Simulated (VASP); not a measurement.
Calculation: r2SCAN meta-GGA, VASP's PBE PAW potentials (set 64) (plane waves; VASP).

The input files of a VASP run:

### INCAR
```
! general
SYSTEM   =  Ti
PREC     =  Accurate
ENCUT    =  400
LREAL    =  .FALSE.
LASPH    =  .TRUE.

! electronic loop
EDIFF    =  1E-6
NELM     =  100
ALGO     =  Normal
LMAXMIX  =  4
LMIXTAU  =  .TRUE.

! smearing
ISMEAR   =  1
SIGMA    =  0.1

! functional
METAGGA  =  R2SCAN

! ions
IBRION   =  2
NSW      =  60
ISIF     =  3
EDIFFG   =  -0.01

! output
LWAVE    =  .FALSE.
LCHARG   =  .FALSE.
```

**POSCAR**
```
Ti
1
    1.4750000000    -2.5547750000     0.0000000000
    1.4750000000     2.5547750000     0.0000000000
    0.0000000000     0.0000000000     4.6800000000
Ti
2
Direct
  0.3333330000   0.6666670000   0.2500000000
  0.6666670000   0.3333330000   0.7500000000
```

KPOINTS:
```
Automatic mesh
0
Gamma
13 13 7
0 0 0
```

POTCAR, in this order: Ti_sv (PBE.64 set). Program: vasp_std.

Output of the run:

**OSZICAR**
```
...
DAV:  13    -0.258801862114E+02   -0.59819E-03   -0.17300E-03  2936   0.447E-01    0.371E-02
DAV:  14    -0.258808052504E+02   -0.61904E-03   -0.38186E-04  3192   0.213E-01    0.142E-02
DAV:  15    -0.258805910998E+02    0.21415E-03   -0.68530E-05  3064   0.995E-02    0.122E-02
DAV:  16    -0.258807485235E+02   -0.15742E-03   -0.38860E-05  3968   0.597E-02    0.516E-03
DAV:  17    -0.258806944712E+02    0.54052E-04   -0.19863E-06  2152   0.150E-02    0.383E-03
DAV:  18    -0.258806995562E+02   -0.50849E-05   -0.87580E-07  1608   0.105E-02    0.197E-03
DAV:  19    -0.258806825028E+02    0.17053E-04   -0.18223E-07  1528   0.517E-03    0.153E-03
DAV:  20    -0.258806800471E+02    0.24556E-05   -0.80798E-08  1424   0.304E-03    0.134E-03
DAV:  21    -0.258806757485E+02    0.42986E-05   -0.85731E-08  1464   0.300E-03    0.915E-04
DAV:  22    -0.258806726800E+02    0.30685E-05   -0.72911E-08  1456   0.262E-03    0.248E-04
DAV:  23    -0.258806761460E+02   -0.34660E-05   -0.21606E-08  1432   0.149E-03    0.153E-04
DAV:  24    -0.258806754495E+02    0.69646E-06   -0.70324E-09  1432   0.839E-04
   1 F= -.25880675E+02 E0= -.25880553E+02  d E =-.258807E+02
       N       E                     dE             d eps       ncg     rms          rms(c)
DAV:   1    -0.262970601805E+02   -0.41638E+00   -0.11015E+01  3472   0.482E+01    0.529E+00
DAV:   2    -0.259005084396E+02    0.39655E+00   -0.20759E+00  3560   0.181E+01    0.191E+00
DAV:   3    -0.258735901404E+02    0.26918E-01   -0.40477E-01  3544   0.430E+00    0.574E-01
DAV:   4    -0.258775717054E+02   -0.39816E-02   -0.37359E-02  3656   0.174E+00    0.279E-01
DAV:   5    -0.258747311910E+02    0.28405E-02   -0.78625E-02  4416   0.251E+00    0.249E-01
DAV:   6    -0.258801693501E+02   -0.54382E-02   -0.15490E-02  2712   0.151E+00    0.231E-01
DAV:   7    -0.258827725361E+02   -0.26032E-02   -0.28800E-03  2824   0.605E-01    0.118E-01
DAV:   8    -0.258820187179E+02    0.75382E-03   -0.27789E-03  2736   0.625E-01    0.235E-02
DAV:   9    -0.258823110705E+02   -0.29235E-03   -0.31322E-04  4512   0.118E-01    0.497E-02
DAV:  10    -0.258823005502E+02    0.10520E-04   -0.28300E-05  3240   0.428E-02    0.352E-02
DAV:  11    -0.258824244843E+02   -0.12393E-03   -0.18250E-05  2784   0.576E-02    0.619E-03
DAV:  12    -0.258823752545E+02    0.49230E-04   -0.25858E-06  2240   0.211E-02    0.448E-03
DAV:  13    -0.258823985456E+02   -0.23291E-04   -0.51094E-07  1464   0.102E-02    0.177E-03
DAV:  14    -0.258823922842E+02    0.62614E-05   -0.15034E-07  1408   0.526E-03    0.185E-04
DAV:  15    -0.258823910538E+02    0.12304E-05   -0.54356E-08  1408   0.273E-03    0.202E-04
DAV:  16    -0.258823906521E+02    0.40171E-06   -0.25453E-08  1360   0.171E-03
   2 F= -.25882391E+02 E0= -.25882333E+02  d E =-.171520E-02
       N       E                     dE             d eps       ncg     rms          rms(c)
DAV:   1    -0.259712000201E+02   -0.88809E-01   -0.22599E+00  3424   0.225E+01    0.236E+00
DAV:   2    -0.258883531926E+02    0.82847E-01   -0.47220E-01  3744   0.834E+00    0.856E-01
DAV:   3    -0.258855317313E+02    0.28215E-02   -0.80210E-02  3416   0.180E+00    0.224E-01
DAV:   4    -0.258843463130E+02    0.11854E-02   -0.77266E-03  3544   0.850E-01    0.126E-01
DAV:   5    -0.258847735208E+02   -0.42721E-03   -0.15741E-02  4360   0.119E+00    0.921E-02
DAV:   6    -0.258862202879E+02   -0.14468E-02   -0.37213E-03  2776   0.672E-01    0.100E-01
DAV:   7    -0.258860356195E+02    0.18467E-03   -0.21121E-04  3048   0.141E-01    0.438E-02
DAV:   8    -0.258861915845E+02   -0.15596E-03   -0.11459E-04  2744   0.122E-01    0.303E-02
DAV:   9    -0.258860991217E+02    0.92463E-04   -0.24412E-05  4024   0.418E-02    0.260E-02
DAV:  10    -0.258861202672E+02   -0.21145E-04   -0.11645E-05  2688   0.411E-02    0.562E-03
DAV:  11    -0.258860766466E+02    0.43621E-04   -0.11723E-06  1448   0.149E-02    0.144E-03
DAV:  12    -0.258860966761E+02   -0.20030E-04   -0.33291E-07  1368   0.927E-03    0.608E-04
DAV:  13    -0.258860801426E+02    0.16534E-04   -0.16265E-07  1368   0.572E-03    0.165E-04
DAV:  14    -0.258860781009E+02    0.20417E-05   -0.10441E-07  1352   0.382E-03    0.663E-05
DAV:  15    -0.258860785866E+02   -0.48569E-06   -0.34707E-08  1368   0.208E-03
   3 F= -.25886079E+02 E0= -.25885978E+02  d E =-.540314E-02
       N       E                     dE             d eps       ncg     rms          rms(c)
DAV:   1    -0.258861277616E+02   -0.49661E-04   -0.13497E-03  3472   0.543E-01    0.582E-02
DAV:   2    -0.258861092627E+02    0.18499E-04   -0.27660E-04  3712   0.204E-01    0.209E-02
DAV:   3    -0.258860599045E+02    0.49358E-04   -0.46595E-05  3432   0.440E-02    0.557E-03
DAV:   4    -0.258860712426E+02   -0.11338E-04   -0.40123E-06  2144   0.199E-02    0.303E-03
DAV:   5    -0.258860736059E+02   -0.23633E-05   -0.83874E-06  3368   0.301E-02    0.195E-03
DAV:   6    -0.258860695070E+02    0.40989E-05   -0.23146E-06  2008   0.179E-02    0.205E-03
DAV:   7    -0.258860773437E+02   -0.78367E-05   -0.24661E-07  1344   0.587E-03    0.966E-04
DAV:   8    -0.258860742017E+02    0.31420E-05   -0.12457E-07  1344   0.450E-03    0.629E-04
DAV:   9    -0.258860759780E+02   -0.17763E-05   -0.42823E-08  1344   0.212E-03    0.459E-04
DAV:  10    -0.258860759603E+02    0.17701E-07   -0.19668E-08  1344   0.136E-03
   4 F= -.25886076E+02 E0= -.25885976E+02  d E =-.540051E-02
       N       E                     dE             d eps       ncg     rms          rms(c)
DAV:   1    -0.258865228305E+02   -0.44685E-03   -0.28671E-02  2824   0.252E+00    0.152E-01
DAV:   2    -0.258861853663E+02    0.33746E-03   -0.18865E-03  2688   0.473E-01    0.820E-02
DAV:   3    -0.258863377306E+02   -0.15236E-03   -0.29677E-04  3800   0.290E-01    0.779E-03
DAV:   4    -0.258861155510E+02    0.22218E-03   -0.77753E-05  3064   0.132E-01    0.385E-03
DAV:   5    -0.258861993022E+02   -0.83751E-04   -0.11959E-05  3136   0.452E-02    0.239E-03
DAV:   6    -0.258861568177E+02    0.42484E-04   -0.15898E-06  2048   0.222E-02    0.168E-03
DAV:   7    -0.258861781328E+02   -0.21315E-04   -0.45088E-07  1512   0.910E-03    0.646E-04
DAV:   8    -0.258861667097E+02    0.11423E-04   -0.22700E-07  1408   0.507E-03    0.191E-04
DAV:   9    -0.258861750416E+02   -0.83319E-05   -0.41977E-08  1360   0.314E-03    0.138E-04
DAV:  10    -0.258861721009E+02    0.29407E-05   -0.19430E-08  1368   0.143E-03    0.596E-05
DAV:  11    -0.258861748000E+02   -0.26992E-05   -0.62855E-09  1368   0.102E-03    0.709E-05
DAV:  12    -0.258861735291E+02    0.12709E-05   -0.23090E-09  1352   0.487E-04    0.300E-05
DAV:  13    -0.258861733135E+02    0.21557E-06   -0.10283E-09  1368   0.295E-04
   5 F= -.25886173E+02 E0= -.25886090E+02  d E =-.973532E-04
       N       E                     dE             d eps       ncg     rms          rms(c)
DAV:   1    -0.258863643315E+02   -0.19080E-03   -0.14081E-02  2824   0.176E+00    0.107E-01
DAV:   2    -0.258861801096E+02    0.18422E-03   -0.92515E-04  2688   0.331E-01    0.575E-02
DAV:   3    -0.258863016960E+02   -0.12159E-03   -0.14631E-04  3784   0.204E-01    0.542E-03
DAV:   4    -0.258861493821E+02    0.15231E-03   -0.38223E-05  3064   0.926E-02    0.268E-03
DAV:   5    -0.258862103379E+02   -0.60956E-04   -0.56609E-06  2672   0.316E-02    0.166E-03
DAV:   6    -0.258861801104E+02    0.30228E-04   -0.88709E-07  1568   0.171E-02    0.117E-03
DAV:   7    -0.258861946738E+02   -0.14563E-04   -0.29029E-07  1408   0.739E-03    0.437E-04
DAV:   8    -0.258861869031E+02    0.77708E-05   -0.13249E-07  1400   0.413E-03    0.156E-04
DAV:   9    -0.258861936900E+02   -0.67869E-05   -0.28537E-08  1360   0.253E-03    0.102E-04
DAV:  10    -0.258861919676E+02    0.17224E-05   -0.93343E-09  1368   0.115E-03    0.409E-05
DAV:  11    -0.258861934385E+02   -0.14710E-05   -0.37870E-09  1368   0.827E-04    0.785E-05
DAV:  12    -0.258861920019E+02    0.14367E-05   -0.21183E-09  1352   0.490E-04    0.272E-05
DAV:  13    -0.258861921216E+02   -0.11978E-06   -0.82013E-10  1368   0.304E-04
   6 F= -.25886192E+02 E0= -.25886119E+02  d E =-.116161E-03
```

**OUTCAR**
```
------------------------ aborting loop because EDIFF is reached ----------------------------------------
  FORCE on cell =-STRESS in cart. coord.  units (eV):
  Direction    XX          YY          ZZ          XY          YZ          ZX
  --------------------------------------------------------------------------------------
  Total        0.0097788      0.0097788      0.0118798      0.0000000     -0.0000000     -0.0000000
  in kB        0.4535810      0.4535810      0.5510318      0.0000000     -0.0000000     -0.0000000
  external PRESSURE =       0.4860646 kB  Pullay stress =       0.0000000 kB
  volume of cell :       34.54
      direct lattice vectors                 reciprocal lattice vectors
     1.467334251 -2.541497533 -0.000000000     0.340753989 -0.196734403 -0.000000000
     1.467334251  2.541497533  0.000000000     0.340753989  0.196734403 -0.000000000
     0.000000000  0.000000000  4.631207915     0.000000000 -0.000000000  0.215926389
 POSITION                                       TOTAL-FORCE (eV/Angst)
 -----------------------------------------------------------------------------------
      1.46733      0.84717      1.15780         0.000000     -0.000000      0.000000
      1.46733     -0.84717      3.47341        -0.000000      0.000000     -0.000000
 -----------------------------------------------------------------------------------
    total drift:                                0.000184      0.001057     -0.000018
  FREE ENERGIE OF THE ION-ELECTRON SYSTEM (eV)
  ---------------------------------------------------
  free  energy   TOTEN  =       -25.8861921216 eV

  energy  without entropy=      -25.8859719840  energy(sigma->0) =      -25.88611874

 reached required accuracy - stopping structural energy minimisation
```
(Selected blocks of OUTCAR.)

CONTCAR:
```
Ti
   1.00000000000000
     1.4673342512083878   -2.5414975326941538   -0.0000000000000000
     1.4673342512083878    2.5414975326941538    0.0000000000000000
     0.0000000000000000    0.0000000000000000    4.6312079151666046
  Ti
     2
Direct
     0.3333330000000032    0.6666669999999968    0.2500000000000000
     0.6666669999999968    0.3333330000000032    0.7500000000000000
```

Energy and stress use the plane-wave basis of the starting cell.

The compound is Ti in the hcp structure. This run relaxes it. Symmetry was kept, so distortions that lower it aren't found.
